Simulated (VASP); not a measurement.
VASP, PAW. Cohesive energy of KMgF3 (cubic perovskite) (static; atoms at Hund's-rule spin).

```json
[
 {"level": "PBEsol", "cohesive energy (eV/atom)": "4.64"},
 {"level": "r2SCAN", "cohesive energy (eV/atom)": "4.61"}
]
```

Task: Estimate the cohesive energy from RPBE, PBE, PBE-D3(BJ).

Result: 
| Property | Result |
|---|---|
| RPBE | 4.17 eV/atom |
| PBE | 4.44 eV/atom |
| PBE-D3(BJ) | 4.60 eV/atom |

Only levels that ran to the end are used. Left out are those held back, those with too coarse a band path, GW runs whose mesh misses a band edge, hybrids' fits of cells that aren't cubic and levels without matching references; a question may draw on a part of the rest.
